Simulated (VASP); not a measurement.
Computed with rev-vdW-DF2, VASP's PBE PAW potentials (set 64) (plane waves; VASP).

The input files of a VASP run:

POSCAR:
```
GaN
1
    1.6009667607    -2.7729557322    -0.0000000000
    1.6009667607     2.7729557322     0.0000000000
    0.0000000000     0.0000000000     5.2156827973
Ga N
2 2
Direct
  0.6666670000   0.3333330000   0.5001284325
  0.3333330000   0.6666670000   0.0001284325
  0.6666670000   0.3333330000   0.8768715675
  0.3333330000   0.6666670000   0.3768715675
```

KPOINTS:
```
Automatic mesh
0
Gamma
9 9 5
0 0 0
```

### INCAR
```
SYSTEM = GaN
PREC = Accurate
ENCUT = 520
EDIFF = 1E-7
NELM = 100
ALGO = Normal
LREAL = .FALSE.
LASPH = .TRUE.
ISMEAR = -5
GGA = MK
PARAM1 = 0.1234568
PARAM2 = 0.7114
ZAB_VDW = -1.8867
LUSE_VDW = .TRUE.
AGGAC = 0.0
LMAXMIX = 4
LWAVE = .FALSE.
LCHARG = .TRUE.
LORBIT = 11
NEDOS = 601
ISIF = 2
LEFG = .TRUE.
```

POTCAR, in this order: Ga_d N (PBE.64 set). Program: vasp_std.

The run wrote:

### OUTCAR
```
 ion  position               nearest neighbor table
   1  0.667  0.333  0.500-   4 1.96   4 1.96   4 1.96   3 1.96
   2  0.333  0.667  0.000-   3 1.96   3 1.96   3 1.96   4 1.96
   3  0.667  0.333  0.877-   2 1.96   2 1.96   2 1.96   1 1.96
   4  0.333  0.667  0.377-   1 1.96   1 1.96   1 1.96   2 1.96
  LATTYP: Found a hexagonal cell.
 ALAT       =     3.2019334880
 C/A-ratio  =     1.6289166583
 Subroutine PRICEL returns:
 Original cell was already a primitive cell.
 Subroutine GETGRP returns: Found 12 space group operations
The static configuration has the point symmetry C_3v.
 The point group associated with its full space group is C_6v.
The dynamic configuration has the point symmetry C_3v.
 Subroutine INISYM returns: Found 12 space group operations
 Subroutine IBZKPT returns following result:
 Found     36 irreducible k-points:

 Following reciprocal coordinates:
            Coordinates               Weight
  0.000000  0.000000  0.000000      1.000000
  0.111111  0.000000  0.000000      6.000000
  0.222222  0.000000  0.000000      6.000000
  0.333333  0.000000  0.000000      6.000000
  0.444444  0.000000  0.000000      6.000000
  0.111111  0.111111  0.000000      6.000000
  0.222222  0.111111  0.000000     12.000000
  0.333333  0.111111  0.000000     12.000000
  0.444444  0.111111  0.000000      6.000000
  0.222222  0.222222  0.000000      6.000000
  0.333333  0.222222  0.000000     12.000000
  0.333333  0.333333  0.000000      2.000000
  0.000000  0.000000  0.200000      2.000000
  0.111111  0.000000  0.200000     12.000000
  0.222222  0.000000  0.200000     12.000000
  0.333333  0.000000  0.200000     12.000000
  0.444444  0.000000  0.200000     12.000000
  0.111111  0.111111  0.200000     12.000000
  0.222222  0.111111  0.200000     24.000000
  0.333333  0.111111  0.200000     24.000000
  0.444444  0.111111  0.200000     12.000000
  0.222222  0.222222  0.200000     12.000000
  0.333333  0.222222  0.200000     24.000000
  0.333333  0.333333  0.200000      4.000000
  0.000000  0.000000  0.400000      2.000000
  0.111111  0.000000  0.400000     12.000000
  0.222222  0.000000  0.400000     12.000000
  0.333333  0.000000  0.400000     12.000000
  0.444444  0.000000  0.400000     12.000000
  0.111111  0.111111  0.400000     12.000000
  0.222222  0.111111  0.400000     24.000000
  0.333333  0.111111  0.400000     24.000000
  0.444444  0.111111  0.400000     12.000000
  0.222222  0.222222  0.400000     12.000000
  0.333333  0.222222  0.400000     24.000000
  0.333333  0.333333  0.400000      4.000000
   k-points           NKPTS =     36   k-points in BZ     NKDIM =     36   number of bands    NBANDS=     22
   number of dos      NEDOS =    601   number of ions     NIONS =      4
   total plane-waves  NPLWV =  23040
   dimension x,y,z NGX =    24 NGY =   24 NGZ =   40
   dimension x,y,z NGXF=    48 NGYF=   48 NGZF=   80
   ions per type =               2   2
   PREC   = accura    normal or accurate (medium, high low for compatibility)
   ISTART =      0    job   : 0-new  1-cont  2-samecut
   ICHARG =      2    charge: 1-file 2-atom 10-const
   ISPIN  =      1    spin polarized calculation?
   LNONCOLLINEAR =      F non collinear calculations
   LSORBIT =      F    spin-orbit coupling
   INIWAV =      1    electr: 0-lowe 1-rand  2-diag
   ENCUT  =  520.0 eV  38.22 Ry    6.18 a.u.   5.95  5.95  9.70*2*pi/ulx,y,z
   NELM   =    100;   NELMIN=  2; NELMDL= -5     # of ELM steps
   EDIFF  = 0.1E-06   stopping-criterion for ELM
   LREAL  =      F    real-space projection
   NLSPLINE    = F    spline interpolate recip. space projectors
   LMAXMIX     =    4 max onsite mixed and CHGCAR
...
```

### OSZICAR
```
       N       E                     dE             d eps       ncg     rms          rms(c)
DAV:   1     0.288758218411E+03    0.28876E+03   -0.18439E+04  1656   0.304E+03
DAV:   2     0.165776646662E+02   -0.27218E+03   -0.26361E+03  1738   0.533E+02
DAV:   3    -0.186985534348E+02   -0.35276E+02   -0.35014E+02  1806   0.155E+02
DAV:   4    -0.202907487361E+02   -0.15922E+01   -0.15866E+01  2182   0.347E+01
DAV:   5    -0.203157099283E+02   -0.24961E-01   -0.24954E-01  1744   0.418E+00    0.109E+01
DAV:   6    -0.162340597304E+02    0.40817E+01   -0.15563E+01  2850   0.571E+01    0.308E+00
DAV:   7    -0.163403104533E+02   -0.10625E+00   -0.16768E+00  1716   0.110E+01    0.265E+00
DAV:   8    -0.163285863571E+02    0.11724E-01   -0.29659E-01  2700   0.801E+00    0.894E-01
DAV:   9    -0.163054717213E+02    0.23115E-01   -0.11925E-01  2824   0.569E+00    0.342E-01
DAV:  10    -0.163064208447E+02   -0.94912E-03   -0.57390E-03  1868   0.825E-01    0.147E-01
DAV:  11    -0.163062294635E+02    0.19138E-03   -0.14288E-03  2418   0.726E-01    0.260E-02
DAV:  12    -0.163062410428E+02   -0.11579E-04   -0.19146E-04  1760   0.103E-01    0.122E-02
DAV:  13    -0.163062397497E+02    0.12931E-05   -0.28989E-05  2236   0.126E-01    0.650E-03
DAV:  14    -0.163062397074E+02    0.42366E-07   -0.42928E-06  2734   0.438E-02    0.132E-03
DAV:  15    -0.163062397024E+02    0.49331E-08   -0.54492E-07  2358   0.891E-03
   1 F= -.16306240E+02 E0= -.16306240E+02  d E =0.000000E+00
```

File OUTCAR:
```
------------------------ aborting loop because EDIFF is reached ----------------------------------------
  FORCE on cell =-STRESS in cart. coord.  units (eV):
  Direction    XX          YY          ZZ          XY          YZ          ZX
  --------------------------------------------------------------------------------------
  Total       -0.0183995     -0.0183995      0.0632254      0.0000000      0.0000000      0.0000000
  in kB       -0.6365771     -0.6365771      2.1874396      0.0000000      0.0000000      0.0000000
  external PRESSURE =       0.3047618 kB  Pullay stress =       0.0000000 kB
  volume of cell :       46.31
      direct lattice vectors                 reciprocal lattice vectors
     1.600966761 -2.772955732  0.000000000     0.312311294 -0.180313012  0.000000000
     1.600966761  2.772955732  0.000000000     0.312311294  0.180313012  0.000000000
     0.000000000  0.000000000  5.215682797     0.000000000  0.000000000  0.191729451
  FREE ENERGIE OF THE ION-ELECTRON SYSTEM (eV)
  ---------------------------------------------------
  free  energy   TOTEN  =       -16.3062397024 eV

  energy  without entropy=      -16.3062397024  energy(sigma->0) =      -16.30623970

 total charge

# of ion       s       p       d       tot
------------------------------------------
    1        0.787   0.878  10.170  11.835
    2        0.787   0.878  10.170  11.835
    3        1.221   2.514   0.000   3.734
    4        1.221   2.514   0.000   3.734
--------------------------------------------------
tot          4.017   6.783  20.340  31.139

 Electric field gradients after diagonalization (V/A^2)
 (convention: |V_zz| > |V_xx| > |V_yy|)
----------------------------------------------------------------------
 ion       V_xx      V_yy      V_zz     asymmetry (V_yy - V_xx)/ V_zz
----------------------------------------------------------------------
   1      -2.285    -2.276     4.561       0.002
   2      -2.285    -2.276     4.561       0.002
   3      -0.383    -0.380     0.763       0.004
   4      -0.383    -0.380     0.763       0.004
```
(Selected blocks of OUTCAR.)

**OUTCAR**
```
 val. band max:        5.0398255092   @ k =   0.0000   0.0000   0.0000

 cond. band min:       6.8429750023   @ k =   0.0000   0.0000   0.0000


 Fermi energy:         5.0627682552

 k-point     1 :       0.0000    0.0000    0.0000
  band No.  band energies     occupation
      1     -10.7752      2.00000
      2      -9.9320      2.00000
      3      -8.4592      2.00000
      4      -8.4441      2.00000
      5      -8.4441      2.00000
      6      -8.3860      2.00000
      7      -8.3860      2.00000
      8      -8.2065      2.00000
      9      -8.2065      2.00000
     10      -8.1127      2.00000
     11      -8.1127      2.00000
     12      -6.8264      2.00000
     13      -1.9318      2.00000
     14       4.0256      2.00000
     15       4.0257      2.00000
     16       5.0020      2.00000
     17       5.0398      2.00000
     18       5.0398      2.00000
     19       6.8430      0.00000
     20       9.1605      0.00000
     21      14.1024      0.00000
     22      14.7854      0.00000

 k-point     2 :       0.1111    0.0000    0.0000
  band No.  band energies     occupation
      1     -10.6591      2.00000
      2      -9.9044      2.00000
      3      -8.4469      2.00000
      4      -8.4276      2.00000
      5      -8.4035      2.00000
      6      -8.3718      2.00000
      7      -8.3633      2.00000
      8      -8.2161      2.00000
      9      -8.2073      2.00000
     10      -8.1313      2.00000
     11      -8.1101      2.00000
     12      -6.7404      2.00000
     13      -1.7599      2.00000
     14       3.1668      2.00000
     15       3.7801      2.00000
     16       4.0549      2.00000
     17       4.8821      2.00000
     18       4.9314      2.00000
     19       7.7385      0.00000
     20       9.8698      0.00000
     21      13.6982      0.00000
     22      14.1238      0.00000

 k-point     3 :       0.2222    0.0000    0.0000
  band No.  band energies     occupation
      1     -10.3748      2.00000
...
```

The compound is GaN in the wurtzite structure. It was relaxed first.
